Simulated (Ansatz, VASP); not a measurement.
# Cross-check of Hf (Hafnium) between VASP and Ansatz, part 2 of 2

Wanted: the spread between two codes on one cell, functional and k mesh. The cell is taken from a series of runs on this material, whose earlier steps may have relaxed, scaled, displaced or heated it; both programs get it as it stands.

VASP 6.6.1 and Ansatz 0.2.0.

So far: Set-up; Ansatz: zone-centre phonons, PBEsol; VASP: zone-centre phonons, PBEsol.

## Step 3: VASP: zone-centre phonons, PBEsol (continued)

Level of this step: PBEsol; plane waves and PAW (Hf_pv) (VASP).

Numbers of over 12 decimals in the logs are rounded to 6 here.

Parts of OUTCAR (step 3):

```text
ion  position               nearest neighbor table
   1  0.333  0.667  0.250-   2 3.09   2 3.09   2 3.09   2 3.09   2 3.09   2 3.09
   2  0.667  0.333  0.750-   1 3.09   1 3.09   1 3.09   1 3.09   1 3.09   1 3.09

  LATTYP: Found a hexagonal cell.
 ALAT       =     3.1604220834
 C/A-ratio  =     1.5806052974

 Subroutine GETGRP returns: Found 24 space group operations
 (whereof 12 operations were pure point group operations)

The static configuration has the point symmetry D_3d.
 The point group associated with its full space group is D_6h.

 Found    135 irreducible k-points:

   k-points           NKPTS =    135   k-points in BZ     NKDIM =    135   number of bands    NBANDS=     16

   dimension x,y,z NGX =    24 NGY =   24 NGZ =   36
   dimension x,y,z NGXF=    48 NGYF=   48 NGZF=   72

   ENCUT  =  500.0 eV  36.75 Ry    6.06 a.u.   5.76  5.76  9.11*2*pi/ulx,y,z

   NELECT =      20.0000    total number of electrons

 k-points in reciprocal lattice and weights: Automatic mesh
   0.00000000  0.00000000  0.00000000       0.001
   0.06666667  0.00000000  0.00000000       0.003
   0.13333333 -0.00000000  0.00000000       0.003
   0.20000000  0.00000000  0.00000000       0.003
   0.26666667 -0.00000000  0.00000000       0.003
   0.33333333  0.00000000  0.00000000       0.003
   0.40000000 -0.00000000  0.00000000       0.003
   0.46666667  0.00000000  0.00000000       0.003
   0.06666667  0.06666667  0.00000000       0.003
[...]
0.33333333  0.26666667  0.50000000       0.007
   0.33333333  0.33333333  0.50000000       0.001

 average (electrostatic) potential at core
       1 -36.8213       2 -36.8213

  Total       -0.0930038     -0.0930038     -0.1217413     -0.0000000     -0.0000000     -0.0000000
  in kB       -3.4484338     -3.4484338     -4.5139749     -0.0000000     -0.0000000     -0.0000000
  external PRESSURE =      -3.8036142 kB  Pullay stress =       0.0000000 kB

  energy-cutoff  :      500.00
  volume of cell :       43.21
      direct lattice vectors                 reciprocal lattice vectors
     3.160422083  0.000000000  0.000000000     0.316413433  0.182681381  0.000000000
    -1.580211042  2.737005811  0.000000000     0.000000000  0.365362761  0.000000000
     0.000000000  0.000000000  4.995379887     0.000000000  0.000000000  0.200184975

 POSITION                                       TOTAL-FORCE (eV/Angst)
 -----------------------------------------------------------------------------------
     -0.00000      1.82467      1.24884        -0.000000      0.000000      0.000000
      1.58021      0.91234      3.74653         0.000000     -0.000000      0.000000
 -----------------------------------------------------------------------------------
    total drift:                               -0.000000      0.000000     -0.000000

 Eigenvectors and eigenvalues of the dynamical matrix
 ----------------------------------------------------

   1 f  =    3.116917 THz    19.584165 2PiTHz  103.969151 cm-1    12.890526 meV
             X         Y         Z           dx          dy          dz
     -0.000000  1.824671  1.248845    -0.000000   -0.000000   -0.707107
      1.580211  0.912335  3.746535     0.000000    0.000000    0.707107

   2 f  =    2.386349 THz    14.993873 2PiTHz   79.600034 cm-1     9.869142 meV
             X         Y         Z           dx          dy          dz
     -0.000000  1.824671  1.248845    -0.707107   -0.000000   -0.000000
      1.580211  0.912335  3.746535     0.707107   -0.000000   -0.000000

   3 f  =    2.386349 THz    14.993873 2PiTHz   79.600034 cm-1     9.869142 meV
             X         Y         Z           dx          dy          dz
     -0.000000  1.824671  1.248845     0.000000    0.707107   -0.000000
      1.580211  0.912335  3.746535    -0.000000   -0.707107    0.000000

   4 f  =    0.000000 THz     0.000000 2PiTHz    0.000001 cm-1     0.000000 meV
             X         Y         Z           dx          dy          dz
     -0.000000  1.824671  1.248845    -0.614035   -0.348246    0.041061
      1.580211  0.912335  3.746535    -0.614035   -0.348246    0.041061

   5 f  =    0.000000 THz     0.000000 2PiTHz    0.000001 cm-1     0.000000 meV
             X         Y         Z           dx          dy          dz
     -0.000000  1.824671  1.248845     0.347936   -0.594780    0.158675
      1.580211  0.912335  3.746535     0.347936   -0.594780    0.158675

   6 f/i=    0.000000 THz     0.000000 2PiTHz    0.000000 cm-1     0.000000 meV
             X         Y         Z           dx          dy          dz
     -0.000000  1.824671  1.248845     0.043609   -0.157994   -0.687849
      1.580211  0.912335  3.746535     0.043609   -0.157994   -0.687849

 ELASTIC MODULI CONTR FROM IONIC RELAXATION (kBar)
 Direction    XX          YY          ZZ          XY          YZ          ZX
 --------------------------------------------------------------------------------
 XX        -144.7666    144.7666     -0.0000     -0.0000      0.0000      0.0000
 YY         144.7666   -144.7666      0.0000      0.0000      0.0000      0.0000
 ZZ          -0.0000      0.0000     -0.0000     -0.0000      0.0000      0.0000
 XY          -0.0000      0.0000     -0.0000   -144.7666      0.0000      0.0000
 YZ           0.0000      0.0000      0.0000      0.0000      0.0000      0.0000
 ZX           0.0000      0.0000      0.0000      0.0000      0.0000      0.0000
 --------------------------------------------------------------------------------
```

## Step 4: Side by side

Known differences besides the potentials themselves: the data sets hold 52 valence electrons in Ansatz (on its PAW soft_1 files) and 20 in VASP; the cutoff is 420 eV in Ansatz and 500 eV in VASP; Ansatz makes its cores anew for this functional, VASP keeps those of its PBE data sets. Total energies have different zeros and are not compared.

The two programs side by side:

```
                  quantity  Ansatz   VASP  difference
optical mode 1 to 2 (cm⁻¹)    79.2   79.6     -0.44 %
     optical mode 3 (cm⁻¹)   106.0  104.0     +1.91 %
```

Modes are paired by rising frequency, not by their patterns, so a pair may set unlike modes beside each other; they are those without the splitting of longitudinal modes.

## Step 5: What came out

```json
{
  "r.m.s. difference of the optical zone-centre modes, each program's sorted by frequency (zone-centre phonons, PBEsol)": "1.2 cm⁻¹",
  "difference in optical mode 3 (zone-centre phonons, PBEsol)": "+1.9 %"
}
```

What this shows: The r.m.s. difference of the optical zone-centre modes, each program's sorted by frequency is 1.2 cm⁻¹ (zone-centre phonons, PBEsol). The data sets hold unlike numbers of valence electrons (52 in Ansatz and 20 in VASP), so part of the differences comes from the potentials. Among the rows given in per cent, the largest difference of the zone-centre phonons, PBEsol pair is in optical mode 3, +1.9 %. How closely two codes agree says nothing of how well the functional describes the real material.

[Lines on the potential files, build, host, timing and source positions are cut from VASP's logs without a mark.]

[Logs are printed without paths, hosts, clocks, repeated set-up lines and the standing remarks that a program may print on its own settings, such as how far it seeks lower states.]

[Hosts, paths, dates, database ids (printed as entryN), source tags and the programs' standing remarks are cut or masked in the printed files.]
